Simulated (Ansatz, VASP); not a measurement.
## Li3Ge2: VASP beside Ansatz

```
CELL_PARAMETERS angstrom
3.25977 0.00000 0.00000
-1.62988 2.82304 0.00000
0.00000 0.00000 11.30930
ATOMIC_POSITIONS crystal
Li 0.00000 0.00000 0.00000
Li 0.33333 0.66667 0.21942
Li 0.66667 0.33333 0.78058
Ge 0.66667 0.33333 0.41489
Ge 0.33333 0.66667 0.58511
```

Alike in both runs: task single point; functional PBE; k mesh 6 × 6 × 2; occupations gaussian, width 0.1 eV; no spin polarisation.

|  | VASP | Ansatz |
| --- | --- | --- |
| version | VASP 6.6.1 | Ansatz 0.2.0 |
| potentials or method | VASP PAW PBE potentials, release 64 (Li_sv, Ge_d) | scalar-relativistic, plane waves, PAW |
| plane-wave cutoff (eV) | 520 | 420 |
| valence electrons in the cell | 37 | 37 |

|  | VASP | Ansatz | Ansatz less VASP |
| --- | --- | --- | --- |
| gap on the k mesh at the Fermi level (eV) | none | none | - |
| rms of the force components (eV/Å) | 0.122 | 0.124 | +0.0022 |

Atom by atom the forces differ by 0.003 eV/Å (rms over components). A gap of «none» marks a metal or a gap that the smearing closes.

Caveats: the k mesh is coarse (spacing up to 0.37 Å⁻¹), so the values aren't converged.
